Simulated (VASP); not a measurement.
The system is H2, in a box.

```xyz
2
Lattice="11.1715 0.0000 0.0000 0.0000 11.6715 0.0000 0.0000 0.0000 12.1715" Properties=species:S:1:pos:R:3 pbc="T T T"
H     5.6191    5.6934    6.4215
H     5.5547    6.0652    5.7725
```

Base run:

- Program: VASP 6.6.1
- Functional: PBE
- Dispersion: D3(BJ)
- Potentials or basis: VASP PAW PBE potentials, release 64 (H)
- Cutoff: 250 eV
- k mesh: 1 × 1 × 1
- Occupations: gaussian, width 0.01 eV
- Spin: no spin polarisation

Its results: gap between the frontier levels 10.13 eV; largest force 0.024 eV/Å.

The run is repeated on the same cell with these changes: functional from PBE to RPBE; cutoff from 250 eV to 400 eV. What comes out?

Gap between the frontier levels 10.21 eV; largest force 0.109 eV/Å.

Caveats: the PAW data sets were made with another functional, which shifts forces and pressure a little (some runs).

A k mesh can miss the band edges.

Not every run made on this cell is shown here.
